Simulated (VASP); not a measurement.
# TiAl (relaxed from the CsCl structure, space group Pm-3m): computed properties

The numbers are results of PBEsol GGA, VASP's PBE PAW potentials (set 64) (plane waves; VASP), not measurements.

```yaml
space_group: Pm-3m (221)
cell: a = b = c = 3.1532 Å, α = β = γ = 90.00°
volume_per_atom: 15.68 Å^3/atom
band gap (over mesh and band path): none (metal, semimetal or under 0.01 eV)
band_gap_with_spin_orbit_coupling: none (metallic)
density: 3.96 g/cm³
```

```yaml
crystal:
  lattice:
    - [3.15323, 0.00000, 0.00000]
    - [0.00000, 3.15323, 0.00000]
    - [0.00000, 0.00000, 3.15323]
  atoms:
    - { symbol: Al, position: [0.00000, 0.00000, 0.00000] }
    - { symbol: Ti, position: [0.50000, 0.50000, 0.50000] }
```

The structure was generated: TiAl was put into the CsCl type (Pm-3m), which need not be its known phase. It was relaxed first, which changed the volume by -13 %. Symmetry was kept, so distortions that lower it aren't found. The electron count is odd and the run is not spin-polarised, which forces a metal.
